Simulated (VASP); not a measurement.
Given:

```xyz
2
Lattice="0.0000 2.2634 2.2634 2.2634 0.0000 2.2634 2.2634 2.2634 0.0000" Properties=species:S:1:pos:R:3 pbc="T T T"
B      0.0000     0.0000     0.0000
P      1.1317     1.1317     1.1317
```

Computed with r2SCAN+rVV10, VASP's PBE PAW potentials (set 64) (plane waves; VASP). Numerical set-up: 520 eV cut-off, 11×11×11 Γ-centred mesh, tetrahedra with Blöchl corrections, potentials B P.

Problem. Give the energies of bands 2 to 7 at the high-symmetry points, in eV from the valence-band maximum.

Solution. 
| band | Γ | X | U | L | W |
|---|---|---|---|---|---|
| 2 | 0.00 | -9.18 | -8.73 | -9.57 | -8.65 |
| 3 | 0.00 | -4.38 | -6.57 | -1.88 | -5.98 |
| 4 | 0.00 | -4.38 | -3.73 | -1.88 | -5.79 |
| 5 | 3.65 | 1.49 | 2.37 | 4.17 | 5.76 |
| 6 | 3.65 | 1.87 | 6.44 | 5.02 | 7.18 |
| 7 | 3.65 | 13.13 | 10.48 | 5.02 | 7.84 |

The gap is indirect, 1.42 eV, from the valence maximum at Γ to the conduction minimum at Γ-X at 0.78.

The compound is BP in the zinc blende structure. It was relaxed first.
